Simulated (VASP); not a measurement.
Consider the following.

```xyz
63
Lattice="7.1466 0.0000 0.0000 0.0000 7.1466 0.0000 0.0000 0.0000 7.1466" Properties=species:S:1:pos:R:3 pbc="T T T"
C      3.5733     0.0000     0.0000
C      4.4890     0.9412     0.8972
C      5.3600     1.7438    -0.0232
C      6.2532     2.6979     0.9237
C      5.3480    -0.0435     1.7654
C      6.2943     0.8646     2.6752
C      0.0000     0.0000     0.0000
C      0.8933     0.8933     0.8933
C      1.7866     1.7866     0.0000
C      2.7050     2.6969     0.8901
C      3.5437     3.5724    -0.0128
C      4.4643     4.4532     0.9272
C      5.3599     5.3599     0.0000
C      6.2532     6.2532     0.8933
C      1.7866     0.0000     1.7866
C      2.7019     0.8846     2.7207
C      3.5413     1.8108     1.7789
C      5.3525     3.5867     1.7889
C      6.2447     4.4166     2.6391
C      3.5943     0.0024     3.5929
C      4.5122     0.9116     4.4218
C      5.3408     1.7959     3.5467
C      6.2998     2.7245     4.5015
C      5.3599     0.0000     5.3599
C      6.2532     0.8933     6.2532
C      0.0000     3.5733     0.0000
C      0.8933     4.4666     0.8933
C      1.7866     5.3599     0.0000
C      2.6800     6.2532     0.8933
C      0.0000     1.7866     1.7866
C      0.8933     2.6800     2.6800
C      1.8243     3.5509     1.7842
C      2.7097     4.4884     2.6446
C      3.5892     5.3168     1.7723
C      4.4666     6.2532     2.6800
C      0.0000     0.0000     3.5733
C      0.8933     0.8933     4.4666
C      1.7421     1.7908     3.5841
C      2.7129     2.7242     4.4293
C      4.4390     4.4741     4.4335
C      5.3882     5.3957     3.5266
C      6.2532     6.2532     4.4666
C      1.7866     0.0000     5.3599
C      2.6800     0.8933     6.2532
C      3.5952     1.8212     5.3267
C      4.4666     2.6800     6.2532
C      5.3263     3.5267     5.3380
C      6.2532     4.4666     6.2532
C      0.0000     5.3599     1.7866
C      0.8933     6.2532     2.6800
C      0.0000     3.5733     3.5733
C      0.8933     4.4666     4.4666
C      1.7866     5.3599     3.5733
C      2.6800     6.2532     4.4666
C      0.0000     1.7866     5.3599
C      0.8933     2.6800     6.2532
C      1.7866     3.5733     5.3599
C      2.6800     4.4666     6.2532
C      3.5733     5.3599     5.3599
C      4.4666     6.2532     6.2532
C      0.0000     5.3599     5.3599
C      0.8933     6.2532     6.2532
N      3.5463     3.5892     3.5365
```

The numbers are results of PBE GGA, VASP's PBE PAW potentials (set 64) (plane waves; VASP), not measurements. Settings: PREC = Normal, LREAL = Auto, ISYM = 0, EDIFF = 1E-5, 400 eV cut-off, 1×1×1 Γ-centred mesh, Gaussian smearing of 0.050 eV, potentials C N. Starting moments (MAGMOM): 63*0.0159. The cell's moment is fixed (NUPDOWN = 1).

The supercell is sampled at Γ alone, which is coarse: total energies, pressure and levels can be off, energies of defects by several tenths of an eV.

### Question
The ions are relaxed. Which structure does the run end with?

### Answer

```xyz
63
Lattice="7.1466 0.0000 0.0000 0.0000 7.1466 0.0000 0.0000 0.0000 7.1466" Properties=species:S:1:pos:R:3 pbc="T T T"
C      3.5798     7.1371     7.1305
C      4.4646     0.8985     0.8883
C      5.3618     1.7859     7.1383
C      6.2528     2.6770     0.8924
C      5.3595     0.0046     1.7851
C      6.2571     0.8985     2.6793
C      0.0037     7.1458     7.1411
C      0.8964     0.8930     0.8873
C      1.7829     1.7879     7.1304
C      2.6892     2.6731     0.8930
C      3.5765     3.5690     7.1451
C      4.4651     4.4344     0.9141
C      5.3668     5.3612     7.1388
C      6.2532     6.2527     0.8912
C      1.7895     7.1438     1.7772
C      2.7049     0.9189     2.6730
C      3.5111     1.7166     1.6822
C      5.4377     3.6090     1.7081
C      6.2312     4.4349     2.6796
C      3.5840     0.0135     3.5608
C      4.4724     0.9199     4.4383
C      5.4632     1.7175     3.6315
C      6.2520     2.6732     4.4550
C      5.3679     7.1446     5.3549
C      6.2575     0.8934     6.2487
C      0.0120     3.5732     7.1324
C      0.9002     4.4653     0.8956
C      1.7914     5.3607     0.0006
C      2.6860     6.2463     0.8954
C      0.0067     1.7859     1.7828
C      0.8969     2.6806     2.6758
C      1.8013     3.5661     1.7985
C      2.6799     4.4664     2.7183
C      3.5834     5.3441     1.8029
C      4.4689     6.2544     2.6755
C      0.0143     7.1370     3.5655
C      0.9045     0.9000     4.4610
C      1.8033     1.8077     3.5611
C      2.6778     2.7246     4.4662
C      4.4251     4.4659     4.4635
C      5.3417     5.3447     3.5611
C      6.2491     6.2463     4.4585
C      1.7934     0.0076     5.3516
C      2.6846     0.9003     6.2398
C      3.5840     1.8081     5.3405
C      4.4687     2.6806     6.2478
C      5.3454     3.5656     5.3420
C      6.2488     4.4653     6.2435
C      0.0058     5.3614     1.7780
C      0.8939     6.2529     2.6782
C      0.0003     3.5692     3.5686
C      0.8865     4.4712     4.4647
C      1.7798     5.3737     3.5729
C      2.6828     6.2666     4.4620
C      0.0142     1.7873     5.3627
C      0.8933     2.6815     6.2512
C      1.7774     3.5825     5.3676
C      2.6804     4.4709     6.2585
C      3.5720     5.3730     5.3649
C      4.4667     6.2528     6.2506
C      7.1440     5.3608     5.3532
C      0.8952     6.2554     6.2493
N      3.4895     3.6555     3.6537
``` The cell ends with 1.00 μB, on the first 30 sites 0.03 -0.01 0.00 0.00 0.01 -0.01 0.00 0.00 0.03 -0.01 0.00 0.01 -0.01 0.00 0.02 -0.01 0.32 -0.15 0.01 0.01 -0.01 0.31 -0.01 0.02 0.00 -0.01 0.00 0.00 0.00 0.00 μB.

### Question
How much energy does the relaxation gain?

### Answer
The energy (σ→0) changes by -34.6 meV/atom, in 12 ionic steps.

The cell is a supercell with a defect, built from C (diamond): N_C-vac_C.
